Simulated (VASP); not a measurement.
Calculation: PBE GGA, VASP's PBE PAW potentials (set 64) (plane waves; VASP 6.6.1).

The input files of a VASP run:

KPOINTS:
```
k-points along high-symmetry lines
10
Line-mode
Reciprocal
  0.000000   0.000000   0.000000 ! GAMMA
  0.500000   0.000000   0.000000 ! M

  0.500000   0.000000   0.000000 ! M
  0.333333   0.333333   0.000000 ! K

  0.333333   0.333333   0.000000 ! K
  0.000000   0.000000   0.000000 ! GAMMA

  0.000000   0.000000   0.000000 ! GAMMA
  0.000000   0.000000   0.500000 ! A

  0.000000   0.000000   0.500000 ! A
  0.500000   0.000000   0.500000 ! L

  0.500000   0.000000   0.500000 ! L
  0.333333   0.333333   0.500000 ! H

  0.333333   0.333333   0.500000 ! H
  0.000000   0.000000   0.500000 ! A

  0.500000   0.000000   0.500000 ! L
  0.500000   0.000000   0.000000 ! M

  0.333333   0.333333   0.500000 ! H
  0.333333   0.333333   0.000000 ! K
```

**INCAR**
```
SYSTEM = La2O3
PREC = Accurate; ENCUT = 500; LREAL = .FALSE.
LASPH = .TRUE.; ICHARG = 11
EDIFF = 1E-6; NELM = 100; ALGO = Normal
LMAXMIX = 6
ISMEAR = 0; SIGMA = 0.05
GGA = PE
LWAVE = .FALSE.; LCHARG = .FALSE.
```

### POSCAR
```
La2O3
1
    1.9687740656    -3.4100166194     0.0000000000
    1.9687740656     3.4100166194     0.0000000000
    0.0000000000     0.0000000000     6.1814219560
La O
2 3
Direct
  0.3333330000   0.6666670000   0.2472216950
  0.6666670000   0.3333330000   0.7527783050
  0.0000000000   0.0000000000   0.0000000000
  0.3333330000   0.6666670000   0.6457912933
  0.6666670000   0.3333330000   0.3542087067
```

POTCAR, in this order: La O (PBE.64 set). Program: vasp_std. Read from the step before: CHGCAR.

Output of the run:

File OSZICAR:
```
       N       E                     dE             d eps       ncg     rms          rms(c)
DAV:   1     0.433729503388E+03    0.43373E+03   -0.15564E+04  4376   0.250E+03
DAV:   2     0.662568172765E+02   -0.36747E+03   -0.36218E+03  6384   0.395E+02
DAV:   3    -0.270682977308E+02   -0.93325E+02   -0.92269E+02  8336   0.207E+02
DAV:   4    -0.410446496104E+02   -0.13976E+02   -0.13968E+02  7976   0.773E+01
DAV:   5    -0.417798701760E+02   -0.73522E+00   -0.73492E+00  7808   0.193E+01
DAV:   6    -0.418418184483E+02   -0.61948E-01   -0.61945E-01  7968   0.509E+00
DAV:   7    -0.418458579454E+02   -0.40395E-02   -0.40394E-02  7968   0.145E+00
DAV:   8    -0.418461818186E+02   -0.32387E-03   -0.32387E-03  7880   0.408E-01
DAV:   9    -0.418462084191E+02   -0.26601E-04   -0.26600E-04  7992   0.113E-01
DAV:  10    -0.418462108441E+02   -0.24250E-05   -0.24251E-05  6912   0.318E-02
DAV:  11    -0.418462110519E+02   -0.20784E-06   -0.20739E-06  5112   0.109E-02
   1 F= -.41846211E+02 E0= -.41846211E+02  d E =-.182747E-10
```

OUTCAR:
```
 val. band max:        5.8256791508   @ k =   0.5000   0.0000   0.5000

 cond. band min:       9.6823682004   @ k =   0.5000   0.0000   0.0000



 k-point     1 :       0.0000    0.0000    0.0000
  band No.  band energies     occupation
      1     -24.0254      2.00000
      2     -23.8042      2.00000
      3     -11.0521      2.00000
      4      -9.8304      2.00000
      5      -9.3704      2.00000
      6      -7.4896      2.00000
      7      -7.4896      2.00000
      8      -7.2754      2.00000
      9      -7.2753      2.00000
     10      -7.1913      2.00000
     11      -6.4299      2.00000
     12       3.5095      2.00000
     13       3.5095      2.00000
     14       3.6570      2.00000
     15       3.6571      2.00000
     16       3.7548      2.00000
     17       4.2111      2.00000
     18       5.4828      2.00000
     19       5.4828      2.00000
     20       5.7362      2.00000
     21      10.0968      0.00000
     22      10.4483      0.00000
     23      10.4483      0.00000
     24      10.9335      0.00000

 k-point     2 :       0.0556    0.0000    0.0000
  band No.  band energies     occupation
      1     -24.0202      2.00000
      2     -23.8018      2.00000
      3     -11.0514      2.00000
      4      -9.8930      2.00000
      5      -9.4191      2.00000
      6      -7.5022      2.00000
      7      -7.4392      2.00000
      8      -7.2793      2.00000
      9      -7.2321      2.00000
     10      -7.1967      2.00000
     11      -6.4326      2.00000
     12       3.5436      2.00000
     13       3.5436      2.00000
     14       3.5851      2.00000
     15       3.6771      2.00000
     16       3.7669      2.00000
     17       4.3200      2.00000
     18       5.4359      2.00000
     19       5.4786      2.00000
     20       5.7213      2.00000
     21      10.1374      0.00000
     22      10.4489      0.00000
     23      10.4696      0.00000
     24      10.9087      0.00000

...
```

The density is held fixed in this step, so its total energy and stress have no physical meaning.

The compound is La2O3 in the a-type structure. It was relaxed first.
